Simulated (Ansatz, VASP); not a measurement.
# AlN: VASP beside Ansatz, part 4 of 4

One calculation is typed for both programs; each brings its own data sets. How far apart do they land? The cell is taken from a series of runs on this material, whose earlier steps may have relaxed, scaled, displaced or heated it; both programs get it as it stands.

VASP 6.6.1 and Ansatz 0.2.0.

So far: VASP: zone-centre phonons, LDA, pair 1; Comparison; VASP: zone-centre phonons, LDA, pair 2; Ansatz: zone-centre phonons, LDA, pair 2; Side by side; Ansatz: zone-centre phonons, LDA, pair 3.

## 9. VASP: zone-centre phonons, LDA, pair 3

Level of this step: LDA; plane waves and PAW (N, Al) (VASP).

The same cell, functional (in two slightly different forms) and mesh now go to VASP, with its own data sets.

INCAR reads:

```
SYSTEM = AlN
PREC = Accurate
ENCUT = 600
EDIFF = 1E-08
NELM = 120
ISMEAR = 0
SIGMA = 0.01
LREAL = .FALSE.
ALGO = Normal
GGA = PW92
NBANDS = 14
LORBIT = 11
LWAVE = .FALSE.
LCHARG = .FALSE.
ISIF = 2
IBRION = 8
LEPSILON = .TRUE.
LASPH = .TRUE.
GGA_COMPAT = .FALSE.
EFERMI = MIDGAP
KPAR = 2
```

POSCAR reads:

```
AlN
1.0
    3.0309120195      0.0000000000      0.0000000000
   -1.5154560098      2.6248468055      0.0000000000
    0.0000000000      0.0000000000      4.8252171238
N Al
2 2
Direct
    0.3333333334      0.6666666668      0.3817696639
    0.6666666668      0.3333333334      0.8817696639
    0.3333333334      0.6666666668      0.9982303361
    0.6666666668      0.3333333334      0.4982303361
```

KPOINTS reads:

```
Automatic mesh
0
Gamma
9 9 6
0 0 0
```

PAW data sets: N and Al (LDA family, release 64).

On the command line:

```sh
mpirun -np 2 vasp_std
```

Numbers of over 12 decimals in the logs are rounded to 6 here.

Log:

```text
[... set-up lines as in an earlier step ...]
 entering main loop
       N       E                     dE             d eps       ncg     rms          rms(c)
DAV:   1     0.508797573839E+02    0.50880E+02   -0.83270E+03  1344   0.116E+03
DAV:   2    -0.341631815180E+02   -0.85043E+02   -0.77946E+02  1874   0.213E+02
DAV:   3    -0.381923165322E+02   -0.40291E+01   -0.40088E+01  1806   0.475E+01
DAV:   4    -0.382151583317E+02   -0.22842E-01   -0.22838E-01  1506   0.437E+00
[...]
DAV:  12    -0.327465983803E+02    0.50533E-06   -0.19107E-06  1668   0.109E-02    0.562E-03
DAV:  13    -0.327465982313E+02    0.14899E-06   -0.64042E-07  1752   0.616E-03    0.313E-04
DAV:  14    -0.327465982351E+02   -0.38754E-08   -0.21137E-08  1500   0.114E-03
   1 F= -.32746598E+02 E0= -.32746598E+02  d E =0.000000E+00
 Linear response reoptimize wavefunctions to high precision
DAV:   1    -0.327465982326E+02    0.25257E-08   -0.53687E-09  1692   0.559E-04
DAV:   2    -0.327465982326E+02    0.34902E-10   -0.82343E-11  1008   0.783E-05
 Linear response G [H, r] |phi>, progress :
  Direction:   1
[...]
RMM:  10    -0.613553091735E-02    0.15756E-09   -0.46449E-09 12305   0.537E-06    0.705E-07
 first order change of Fermi-energy  -0.25675E-05
 force on displaced ion       3 direction 1 : -19.769  -0.000   0.000
 Born effective charge ion    3 direction 1 :   2.500   0.000   0.000
 Linear response progress:
  Degree of freedom:   4/  4
       N       E                     dE             d eps       ncg     rms          rms(c)
RMM:   1    -0.184897429704E-01   -0.18490E-01    0.23013E-02  4801   0.135E+00
RMM:   2    -0.123375065947E-01    0.61522E-02   -0.15946E-03  2804   0.352E-01    0.129E-01
RMM:   3    -0.119518998699E-01    0.38561E-03   -0.64445E-04  2893   0.167E-01    0.548E-02
RMM:   4    -0.118998396556E-01    0.52060E-04   -0.21101E-04  3079   0.416E-02    0.286E-02
[...]
RMM:  11    -0.118605407485E-01    0.28876E-07   -0.92104E-08  3273   0.119E-05    0.123E-06
RMM:  12    -0.118605454939E-01   -0.47454E-08   -0.12282E-07  2837   0.408E-06    0.796E-07
RMM:  13    -0.118605407384E-01    0.47556E-08   -0.81778E-08  2170   0.302E-06    0.950E-08
 first order change of Fermi-energy  -0.13523E+01
 force on displaced ion       3 direction 3 :  -0.000   0.000 -24.915
 Born effective charge ion    3 direction 3 :   0.000  -0.000   2.673
 Born effective charges drift removed
 Linear response finished
```

OUTCAR, selected parts (step 9):

```text
 POSITION                                       TOTAL-FORCE (eV/Angst)
 -----------------------------------------------------------------------------------
     -0.00000      1.74990      1.84212        -0.000000      0.000000      0.000654
      1.51546      0.87495      4.25473         0.000000     -0.000000      0.000654
     -0.00000      1.74990      4.81668        -0.000000      0.000000     -0.000654
      1.51546      0.87495      2.40407        -0.000000     -0.000000     -0.000654
 -----------------------------------------------------------------------------------
    total drift:                               -0.000000     -0.000000     -0.000092

 MACROSCOPIC STATIC DIELECTRIC TENSOR (including local field effects in DFT)
 ------------------------------------------------------
           4.294347    -0.000000     0.000000
          -0.000000     4.294347     0.000000
           0.000000     0.000000     4.525209
 ------------------------------------------------------

 MACROSCOPIC STATIC DIELECTRIC TENSOR IONIC CONTRIBUTION
 ------------------------------------------------------
           3.101546    -0.000000     0.000000
          -0.000000     3.101546    -0.000000
           0.000000    -0.000000     4.312487
 ------------------------------------------------------

[... 1 part as in an earlier step ...]
```

## 10. Comparison

Compared:

```tsv
quantity	Ansatz	VASP	difference
ε∞ xx	4.30	4.29	+0.11 %
ε∞ yy	4.30	4.29	+0.11 %
ε∞ zz	4.53	4.53	+0.15 %
Born charge of N1 (mean of the diagonal) (e)	-2.57	-2.56	-0.01
Born charge of Al3 (mean of the diagonal) (e)	2.57	2.56	+0.01
optical mode 1 to 2 (cm⁻¹)	238.9	238.6	+0.14 %
optical mode 3 (cm⁻¹)	582.5	584.1	-0.26 %
optical mode 4 (cm⁻¹)	673.0	678.9	-0.87 %
optical mode 5 to 6 (cm⁻¹)	737.5	744.2	-0.90 %
optical mode 7 to 8 (cm⁻¹)	742.5	748.6	-0.81 %
optical mode 9 (cm⁻¹)	781.7	787.3	-0.70 %
```

Modes are paired by rising frequency, not by their patterns, so a pair may set unlike modes beside each other; they are those without the splitting of longitudinal modes.

## 11. Results

```yaml
r_m_s_difference_of_the_optical_zone_centre_modes_each_program_s_sorted_by_frequency_zone_centre_phonons_lda_pair_1: 5.7 cm⁻¹
difference_in_optical_mode_4_zone_centre_phonons_lda_pair_1: -0.9 %
r_m_s_difference_of_the_optical_zone_centre_modes_each_program_s_sorted_by_frequency_zone_centre_phonons_lda_pair_2: 5.4 cm⁻¹
difference_in_optical_mode_5_to_6_zone_centre_phonons_lda_pair_2: -0.9 %
r_m_s_difference_of_the_optical_zone_centre_modes_each_program_s_sorted_by_frequency_zone_centre_phonons_lda_pair_3: 5.1 cm⁻¹
difference_in_optical_mode_5_to_6_zone_centre_phonons_lda_pair_3: -0.9 %
```

In words: The r.m.s. difference of the optical zone-centre modes, each program's sorted by frequency is 5.7 cm⁻¹ (zone-centre phonons, LDA, pair 1). Among the rows given in per cent, the largest difference of the zone-centre phonons, LDA, pair 1 pair is in optical mode 4, -0.9 %. Among the rows given in per cent, the largest difference of the zone-centre phonons, LDA, pair 2 pair is in optical mode 5 to 6, -0.9 %. Among the rows given in per cent, the largest difference of the zone-centre phonons, LDA, pair 3 pair is in optical mode 5 to 6, -0.9 %. 2 further runs of this series are not shown here. How closely two codes agree says nothing of how well the functional describes the real material.

[Lines on the potential files, build, host, timing and source positions are cut from VASP's logs without a mark.]

[Logs are printed without paths, hosts, clocks, repeated set-up lines and the standing remarks that a program may print on its own settings, such as how far it seeks lower states.]

[Hosts, paths, dates, database ids (printed as entryN), source tags and the programs' standing remarks are cut or masked in the printed files.]
